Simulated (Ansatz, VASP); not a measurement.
# SnSe2: VASP beside Ansatz, part 2 of 2

One calculation is typed for both programs; each brings its own data sets. How far apart do they land? Of the first pair: The cell is taken from a series of runs on this material, whose earlier steps may have relaxed, scaled, displaced or heated it; both programs get it as it stands.

VASP 6.6.1 and Ansatz 0.2.0.

So far: Set-up; VASP: relaxation of cell and atoms, PBEsol; Ansatz: relaxation of cell and atoms, PBEsol; Comparison.

### 5. VASP: relaxation of cell and atoms, PBE with D3(BJ)

Level of this step: PBE with D3(BJ); plane waves and PAW (Sn_d, Se) (VASP).

The relaxed volume is the usual yardstick between codes: in a stiff, nearly cubic crystal its relative difference is about their pressure difference at one cell divided by the bulk modulus.

INCAR

```
SYSTEM = SnSe2
PREC = Accurate
ENCUT = 500
EDIFF = 1E-07
NELM = 120
ISMEAR = 0
SIGMA = 0.01
LREAL = .FALSE.
ALGO = Normal
GGA = PE
IVDW = 12
NBANDS = 19
LORBIT = 11
LWAVE = .FALSE.
LCHARG = .FALSE.
ISIF = 3
IBRION = 2
NSW = 80
EDIFFG = -0.005
LASPH = .TRUE.
GGA_COMPAT = .FALSE.
NELMIN = 4
EFERMI = MIDGAP
KPAR = 2
```

POSCAR

```
SnSe2
1.0
    3.8402431606      0.0000000000      0.0000000000
   -1.9201215803      3.3257484058      0.0000000000
    0.0000000000      0.0000000000      6.0142558090
Sn Se
1 2
Direct
    0.0000000000      0.0000000000      0.0000000000
    0.3333333333      0.6666666667      0.2651035901
    0.6666666667      0.3333333333      0.7348964099
```

KPOINTS

```
Automatic mesh
0
Gamma
9 9 6
0 0 0
```

The projector-augmented-wave data sets are Sn_d and Se (PBE family, release 64).

Command:

```
mpirun -np 2 vasp_std
```

Numbers of over 12 decimals in the logs are rounded to 6 here.

Log:

```text
[banner, memory and clock lines left out]
running    2 mpi-ranks, on    1 nodes
[...]
LDA part: xc-table for (Slater+PW92), standard interpolation
 POSCAR, INCAR and KPOINTS ok, starting setup
[...]
entering main loop
       N       E                     dE             d eps       ncg     rms          rms(c)
DAV:   1     0.196584289211E+03    0.19658E+03   -0.12024E+04  2395   0.152E+03
DAV:   2     0.100741558650E+02   -0.18651E+03   -0.18017E+03  2494   0.374E+02
DAV:   3    -0.113231616245E+02   -0.21397E+02   -0.20896E+02  2969   0.115E+02
DAV:   4    -0.120388777164E+02   -0.71572E+00   -0.71421E+00  2743   0.215E+01
[...]
DAV:  13    -0.118070933086E+02   -0.43709E-06   -0.19655E-06  2470   0.762E-03    0.253E-03
DAV:  14    -0.118070934092E+02   -0.10063E-06   -0.36026E-08  2060   0.126E-03    0.123E-03
DAV:  15    -0.118070934660E+02   -0.56839E-07   -0.22253E-08  1684   0.107E-03
   1 F= -.12897652E+02 E0= -.12897652E+02  d E =-.128977E+02
[...]
N       E                     dE             d eps       ncg     rms          rms(c)
DAV:   1    -0.118074109593E+02   -0.31755E-03   -0.50448E-04  3021   0.266E-01    0.224E-02
DAV:   2    -0.118074016594E+02    0.92999E-05   -0.35466E-05  3092   0.742E-02    0.107E-02
DAV:   3    -0.118073977850E+02    0.38744E-05   -0.87286E-06  3101   0.403E-02    0.267E-03
DAV:   4    -0.118073973453E+02    0.43967E-06   -0.84406E-07  2573   0.708E-03    0.112E-03
DAV:   5    -0.118073970891E+02    0.25624E-06   -0.33766E-08  1244   0.311E-03    0.436E-04
DAV:   6    -0.118073970001E+02    0.89001E-07   -0.26943E-08  1208   0.160E-03
   2 F= -.12897654E+02 E0= -.12897654E+02  d E =-.198179E-05
 trial-energy change:   -0.000002  1 .order   -0.000003   -0.000005    0.000000
 step:   0.9894(harm=  0.9973)  dis= 0.00024  next Energy=   -12.897654 (dE=-0.198E-05)
 reached required accuracy - stopping structural energy minimisation
```

Parts of OUTCAR (step 5):

```text
 Edisp (eV)   -1.09056

 Edisp (eV)   -1.09026

  Total      -0.00376    -0.00376    -0.01392     0.00000     0.00000     0.00000
  in kB      -0.07839    -0.07839    -0.29037     0.00000     0.00000     0.00000
  external pressure =       -0.15 kB  Pullay stress =        0.00 kB

 POSITION                                       TOTAL-FORCE (eV/Angst)
 -----------------------------------------------------------------------------------
      3.84082      0.00000     -0.00000        -0.000000      0.000000      0.000000
     -0.00000      2.21750      1.59460        -0.000000      0.000000      0.001495
      1.92041      1.10875      4.41949         0.000000      0.000000     -0.001495
 -----------------------------------------------------------------------------------
    total drift:                                0.000000      0.000000     -0.000000

  FREE ENERGIE OF THE ION-ELECTRON SYSTEM (eV)
  ---------------------------------------------------
  free  energy   TOTEN  =       -12.8976543887 eV

  energy  without entropy=      -12.8976543887  energy(sigma->0) =      -12.89765439

[... 2 parts as in an earlier step ...]

[... 2 further parts left out ...]
[key lines of the parts left out:]
E-fermi :   4.5793
```

### 6. Ansatz: relaxation of cell and atoms, PBE with D3(BJ)

Its own start cell and the same functional and mesh now go to Ansatz, which takes its cutoff from its data sets.

The two relaxations start from unlike cells of this crystal, so only their ends are compared.

input.yaml

```yaml
crystal:
  lattice:
    - [3.8181958362, 0.0, 0.0]
    - [-1.9090979181, 3.3066545908, 0.0]
    - [0.0, 0.0, 6.1552750655]
  atoms:
    - { symbol: Sn, position: [0.0, 0.0, 0.0] }
    - { symbol: Se, position: [0.3333333333, 0.6666666667, 0.2577151128] }
    - { symbol: Se, position: [0.6666666667, 0.3333333333, 0.7422848872] }
kpoints:
  mp_grid: { grid: [9, 9, 6] }
hamiltonian:
  xc: pbe
  dispersion: d3bj
scf:
  occupations: { method: fixed }
output:
  forces: true
  stress: true
  eigenvalues: true
relax:
  adjacent_minimum: "off"
  f_tol: 0.001
  max_steps: 60
  cell: { stress_tol: 0.01 }
```

Command:

```
ansatz run input.yaml --threads 4 --pin off --max-ram 16384MiB --backend cpu --events-out ev --progress --plain --runs-dir out
```

Log:

```text
[...]
Crystal: 3 atoms, lattice volume = 77.713 Å³
Basis set: ecut = 420 eV, 1521 PW (Γ), exchange–correlation on 54×54×90 points (8 copies of the dense FFT grid, shifted against one another)
Bands: 28, of which v1, the nominal top of the filled ones, is band 23 counted from 1 (22 counted from 0)
Symmetry: 12 space group operations
[...]
k-points: 62 of 486
[...]
--- Relaxed structure (6 steps of the walk, 5 accepted, 1 SCFs on fresh bases) ---
[...]
cell:  # Å, volume = 76.7545 Å³
    - [3.839935, 0, 0.0]
    - [-1.919968, 3.325482, 0]
    - [0.0, 0, 6.010704]
  atoms:
    - { symbol: Sn, position: [0, 0, 0] }
    - { symbol: Se, position: [0.333333, 0.666667, 0.265101] }
    - { symbol: Se, position: [0.666667, 0.333333, 0.734899] }
[key lines of the parts left out:]
SCF converged after 7 iterations
Free energy (F): -16964.421969 eV
Fermi energy:    8.365500 eV
P = ⅓ Tr σ = -0.0029 GPa (-0.029 kbar)
```

### 7. Side by side

What differs besides the data sets and the points named for the pairs above, as far as they apply: fixed occupations in Ansatz, narrow Gaussian smearing in VASP; the data sets hold 46 valence electrons in Ansatz (on its default PAW (the set named soft_2) files) and 26 in VASP. Total energies have different zeros and are not compared.

The two programs side by side:

```csv
quantity,Ansatz,VASP,difference
volume (Å³),76.75,76.83,-0.10 %
"edge a after relaxation, in the typed setting (Å)",3.840,3.841,-0.02 %
"edge c after relaxation, in the typed setting (Å)",6.011,6.014,-0.06 %
```

### 8. Results

```yaml
difference_in_volume_relaxation_of_cell_and_atoms_pbesol: -0.12 %
difference_in_volume_relaxation_of_cell_and_atoms_pbe_with_d3_bj: -0.10 %
```

What this shows: The difference in volume is -0.12 % (relaxation of cell and atoms, PBEsol), within the 1.2 % picked in this series as the mark of a large difference, as far as the stopping tolerances let one tell. The data sets hold unlike numbers of valence electrons (46 in Ansatz and 26 in VASP), so part of the differences comes from the potentials. How closely two codes agree says nothing of how well the functional describes the real material.

[Lines on the potential files, build, host, timing and source positions are cut from VASP's logs without a mark.]

[Logs are printed without paths, hosts, clocks, repeated set-up lines and the standing remarks that a program may print on its own settings, such as how far it seeks lower states.]

[Hosts, paths, dates, database ids (printed as entryN), source tags and the programs' standing remarks are cut or masked in the printed files.]
